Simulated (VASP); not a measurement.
OSZICAR of a VASP run on GdN (rock salt):

File OSZICAR:
```
       N       E                     dE             d eps       ncg     rms          rms(c)
DAV:   1     0.504793876682E+02    0.50479E+02   -0.75764E+03   638   0.129E+03
DAV:   2    -0.128698683456E+02   -0.63349E+02   -0.58848E+02   753   0.263E+02
DAV:   3    -0.172111025956E+02   -0.43412E+01   -0.41641E+01   884   0.515E+01
DAV:   4    -0.172860940103E+02   -0.74991E-01   -0.74791E-01   830   0.597E+00
DAV:   5    -0.172878199938E+02   -0.17260E-02   -0.17253E-02   840   0.685E-01    0.318E+01
DAV:   6    -0.222423088832E+02   -0.49545E+01   -0.72897E+00   644   0.315E+01    0.200E+01
DAV:   7    -0.216879375120E+02    0.55437E+00   -0.20998E+00   796   0.125E+01    0.106E+01
DAV:   8    -0.221913176190E+02   -0.50338E+00   -0.46604E+00   782   0.190E+01    0.386E+00
DAV:   9    -0.227554204214E+02   -0.56410E+00   -0.71126E-01   699   0.107E+01    0.367E+00
DAV:  10    -0.227453036444E+02    0.10117E-01   -0.42231E-02   845   0.216E+00    0.284E+00
DAV:  11    -0.227431031895E+02    0.22005E-02   -0.15359E-03   720   0.396E-01    0.278E+00
DAV:  12    -0.227209495643E+02    0.22154E-01   -0.21064E-02   745   0.978E-01    0.244E+00
DAV:  13    -0.227031787787E+02    0.17771E-01   -0.15021E-01   745   0.202E+00    0.117E+00
DAV:  14    -0.227046429808E+02   -0.14642E-02   -0.37532E-03   716   0.629E-01    0.106E+00
DAV:  15    -0.227041156205E+02    0.52736E-03   -0.31152E-04   812   0.107E-01    0.104E+00
DAV:  16    -0.227045784860E+02   -0.46287E-03   -0.51946E-04   736   0.171E-01    0.903E-01
DAV:  17    -0.227031671970E+02    0.14113E-02   -0.51700E-03   754   0.467E-01    0.585E-01
DAV:  18    -0.227033484215E+02   -0.18122E-03   -0.33365E-04   734   0.182E-01    0.375E-01
DAV:  19    -0.227033144074E+02    0.34014E-04   -0.17891E-05   870   0.473E-02    0.312E-01
DAV:  20    -0.227033025446E+02    0.11863E-04   -0.23675E-05   820   0.409E-02    0.197E-01
DAV:  21    -0.227032702793E+02    0.32265E-04   -0.81448E-05   774   0.600E-02    0.695E-02
DAV:  22    -0.227032687333E+02    0.15461E-05   -0.23616E-05   893   0.373E-02    0.111E-02
DAV:  23    -0.227032647848E+02    0.39485E-05   -0.14741E-06   436   0.131E-02    0.686E-03
DAV:  24    -0.227032643458E+02    0.43900E-06   -0.19938E-06   690   0.128E-02
   1 F= -.22703264E+02 E0= -.22703132E+02  d E =-.227033E+02
       N       E                     dE             d eps       ncg     rms          rms(c)
DAV:   1    -0.227061999999E+02   -0.29352E-02   -0.89576E-02   638   0.277E+00    0.709E-01
DAV:   2    -0.227038145958E+02    0.23854E-02   -0.12158E-02   777   0.821E-01    0.271E-01
DAV:   3    -0.227033620932E+02    0.45250E-03   -0.16243E-03   786   0.342E-01    0.236E-01
DAV:   4    -0.227030797108E+02    0.28238E-03   -0.10392E-03   775   0.289E-01    0.735E-02
DAV:   5    -0.227026644632E+02    0.41525E-03   -0.39283E-04   695   0.207E-01    0.359E-02
DAV:   6    -0.227029750195E+02   -0.31056E-03   -0.53298E-04   659   0.241E-01    0.186E-02
DAV:   7    -0.227031453723E+02   -0.17035E-03   -0.63564E-05   671   0.875E-02    0.693E-03
DAV:   8    -0.227031449779E+02    0.39445E-06   -0.50232E-07   578   0.749E-03
   2 F= -.22703145E+02 E0= -.22703038E+02  d E =0.119368E-03
       N       E                     dE             d eps       ncg     rms          rms(c)
DAV:   1    -0.227044301079E+02   -0.12847E-02   -0.26076E-02   644   0.149E+00    0.390E-01
DAV:   2    -0.227037577776E+02    0.67233E-03   -0.37853E-03   771   0.452E-01    0.149E-01
DAV:   3    -0.227035998139E+02    0.15796E-03   -0.55138E-04   795   0.191E-01    0.133E-01
DAV:   4    -0.227035255258E+02    0.74288E-04   -0.32275E-04   781   0.161E-01    0.407E-02
DAV:   5    -0.227033069917E+02    0.21853E-03   -0.13207E-04   689   0.121E-01    0.196E-02
DAV:   6    -0.227034954436E+02   -0.18845E-03   -0.17286E-04   656   0.138E-01    0.988E-03
DAV:   7    -0.227035281257E+02   -0.32682E-04   -0.18834E-05   674   0.475E-02    0.350E-03
DAV:   8    -0.227035284609E+02   -0.33528E-06   -0.13553E-07   457   0.394E-03
   3 F= -.22703528E+02 E0= -.22703408E+02  d E =-.264115E-03
```

**Question.** Which electronic solver shows in the log?

**Answer.** It is blocked Davidson (ALGO = Normal, or the opening steps of other solvers). The INCAR had ALGO = Normal.

**Question.** Can the final energy be trusted as converged?

**Answer.** The calculation finished and met its thresholds. It stopped with EDIFF = 1E-6, NELM = 100, NSW = 60 and EDIFFG = -0.01 after 3 ionic steps (TPSS meta-GGA, plane waves, VASP's PBE PAW potentials (set 64)). The 4f electrons are frozen in the core of the lanthanide potential, so 4f levels, which can set the real gap, and their magnetism are missing.

The compound is GdN in the rock salt structure. This run relaxes it. Symmetry was kept, so distortions that lower it aren't found.
